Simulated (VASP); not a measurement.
Crystal: TiPbO4.

```
CELL_PARAMETERS angstrom
3.40000 -3.40000 0.00000
3.40000 3.40000 0.00000
0.00000 0.00000 3.22000
ATOMIC_POSITIONS crystal
Ti 0.00000 0.00000 0.00000
Pb 0.50000 0.50000 0.50000
O 0.70500 0.70500 0.00000
O 0.29500 0.29500 0.00000
O 0.19000 0.81000 0.50000
O 0.81000 0.19000 0.50000
```

The cell was built by a generator and needn't be a form met in nature.

| Property | Result |
| --- | --- |
| Program | VASP 6.6.1 |
| Task | relaxation of cell and atoms |
| Functional | PBE |
| Potentials or basis | VASP PAW PBE potentials, release 64 (Ti_sv, Pb_d, O) |
| Cutoff | 520 eV |
| k mesh | 3 × 3 × 4 |
| Occupations | gaussian, width 0.15 eV |
| Spin | no spin polarisation |

At the start: pressure 1.2 GPa; volume 12.41 Å³/atom.

Question: Where does the relaxation end?

Answer: Over 6 steps the energy falls by 49.1 meV/atom and the volume is 12.60 Å³/atom (+1.5 %); space group Cmmm (No. 65, to 0.05 Å).

Step by step:
```csv
step,energy change (eV),largest force (eV/Å),pressure (GPa),volume (Å³)
1,0.0000,2.2594,1.24,74.45
2,-0.2417,0.8392,1.09,75.47
3,-0.2814,0.1526,0.80,75.19
4,-0.2930,0.0229,-0.55,75.87
5,-0.2932,0.0190,-0.36,75.80
6,-0.2948,0.0312,0.21,75.59
```

Final structure:
```
Ti Pb O
1.0
     3.43649   -3.45298    0.00000
     3.43649    3.45298    0.00000
     0.00000    0.00000    3.18530
Ti Pb O
1 1 4
Direct
  0.00000 0.00000 0.00000
  0.50000 0.50000 0.50000
  0.71253 0.71253 0.00000
  0.28747 0.28747 0.00000
  0.17702 0.82298 0.50000
  0.82298 0.17702 0.50000
```

Caveat: the k mesh is coarse (spacing up to 0.49 Å⁻¹), so the values aren't converged.
